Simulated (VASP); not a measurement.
Write the native input for VASP 6.6.1 that does the following.

```
Task                   : band structure
Functional             : PBE
Potentials or basis    : VASP PAW PBE potentials, release 64 (Ta_pv, As, Au, O)
Cutoff                 : 520 eV
k mesh                 : 6 × 5 × 3
Occupations            : fermi-dirac, width 0.05 eV
Spin                   : no spin polarisation
Further INCAR settings : ALGO = Normal; EDIFF = 1e-06
```

Ta3AsAu2O13:

```xyz
19
Lattice="5.4020 -0.0008 -0.0016 -2.0172 5.6076 -0.0028 -0.7182 -1.8635 8.4420" Properties=species:S:1:pos:R:3 pbc="T T T"
Ta    0.4020    2.1868    5.0486
Ta    1.8263    1.1445    1.5762
Ta    2.0566    4.8124    0.2295
As    2.8362    4.2897    5.5142
Au   -0.6519    2.7067    1.4534
Au    2.3574    0.2946    6.7957
O     0.1609   -0.0633    1.1950
O     4.6630   -1.5055    7.1850
O    -0.3851    0.3708    5.1915
O    -1.1913    3.4655    4.9245
O     1.2008    2.8656    0.5699
O     2.9846    1.6076    8.2767
O     2.2370   -0.9550    8.3245
O     0.8597    5.1439    1.7678
O     0.4927    1.8974    2.9534
O     3.0780    2.3003    2.4167
O     1.4123    3.9146    4.6484
O     0.5123    2.4998    6.8978
O     2.1736    1.3881    5.1852
```

The cell was built by a generator and needn't be a form met in nature.

These files were run (other wordings do the same):

POSCAR

```
Ta3AsAu2O13
1.0
    5.4020100000     -0.0007700000     -0.0016200000
   -2.0172000000      5.6075800000     -0.0028400000
   -0.7182200000     -1.8635300000      8.4419600000
Ta As Au O
3 1 2 13
Direct
    0.3738600000      0.5888500000      0.5983100000
    0.4623600000      0.2662700000      0.1868900000
    0.7083000000      0.8674600000      0.0276100000
    0.9787700000      0.9823600000      0.6537100000
    0.1038800000      0.5399800000      0.1723700000
    0.6630200000      0.3202200000      0.8052200000
    0.0619600000      0.0357700000      0.1415800000
    0.9818200000      0.0145700000      0.8513000000
    0.1115200000      0.2705500000      0.6150800000
    0.1602700000      0.8119900000      0.5836400000
    0.4305500000      0.5336000000      0.0677700000
    0.9117100000      0.6127500000      0.9808100000
    0.6040600000      0.1575400000      0.9862600000
    0.5556500000      0.9871300000      0.2098400000
    0.3075600000      0.4547300000      0.3500600000
    0.7966800000      0.5055600000      0.2865900000
    0.6638000000      0.8813100000      0.5510600000
    0.4714500000      0.7175100000      0.8174200000
    0.6527900000      0.4518400000      0.6144900000
```

INCAR.step1

```
ALGO = Normal ; EDIFF = 1E-6
ENCUT = 520 ; GGA = PE
ISIF = 2 ; ISMEAR = -1
KPAR = 4 ; LASPH = T
LCHARG = T ; LMAXMIX = 4
LREAL = F ; LWAVE = F
NELM = 100 ; PREC = Accurate
SIGMA = 0.05
```

KPOINTS.step1

```
k-points
0
Gamma
  6 5 3
```

INCAR.step2

```
ALGO = Normal ; EDIFF = 1E-6
ENCUT = 520 ; GGA = PE
ICHARG = 11 ; ISIF = 2
ISMEAR = 0 ; KPAR = 4
LASPH = T ; LCHARG = F
LMAXMIX = 4 ; LREAL = F
LWAVE = F ; NELM = 100
PREC = Accurate ; SIGMA = 0.05
```

KPOINTS.step2

```
path XGY,LGZ,NGM,RG
15
line-mode
reciprocal
 0.0000000000  0.0000000000  0.5000000000  X
 0.0000000000  0.0000000000  0.0000000000  G

 0.0000000000  0.0000000000  0.0000000000  G
-0.5000000000  0.0000000000  0.0000000000  Y

-0.5000000000  0.0000000000  0.5000000000  L
 0.0000000000  0.0000000000  0.0000000000  G

 0.0000000000  0.0000000000  0.0000000000  G
 0.5000000000 -0.5000000000  0.0000000000  Z

 0.5000000000 -0.5000000000  0.5000000000  N
 0.0000000000  0.0000000000  0.0000000000  G

 0.0000000000  0.0000000000  0.0000000000  G
 0.0000000000 -0.5000000000  0.0000000000  M

 0.0000000000 -0.5000000000  0.5000000000  R
 0.0000000000  0.0000000000  0.0000000000  G
```

Potentials or basis: VASP PAW PBE potentials, release 64 (Ta_pv, As, Au, O).

Command:

```console
$ cat potpaw_PBE.64/Ta_pv/POTCAR potpaw_PBE.64/As/POTCAR potpaw_PBE.64/Au/POTCAR potpaw_PBE.64/O/POTCAR > POTCAR
$ cp INCAR.step1 INCAR
$ cp KPOINTS.step1 KPOINTS
$ mpirun -np 4 vasp_std > vasp.out
$ cp INCAR.step2 INCAR
$ cp KPOINTS.step2 KPOINTS
$ mpirun -np 4 vasp_std > vasp.out
```

It gave:

```yaml
Band_gap_on_the_k_mesh: 0.51 eV, indirect (least direct gap 0.58 eV)
Band_gap_along_the_path: 0.46 eV, indirect (least direct gap 0.57 eV)
```

Caveat: the log is that of the step along the path at fixed density, whose energy, stress, charges and moments have no meaning; spin-orbit coupling is left out, which moves the levels of the heavy elements.

Run time: 14 min on 4 MPI ranks on Intel(R) Xeon(R) Platinum 8375C CPU @ 2.90GHz (Ice Lake) (shared host), peak memory 1.6 GiB a rank.
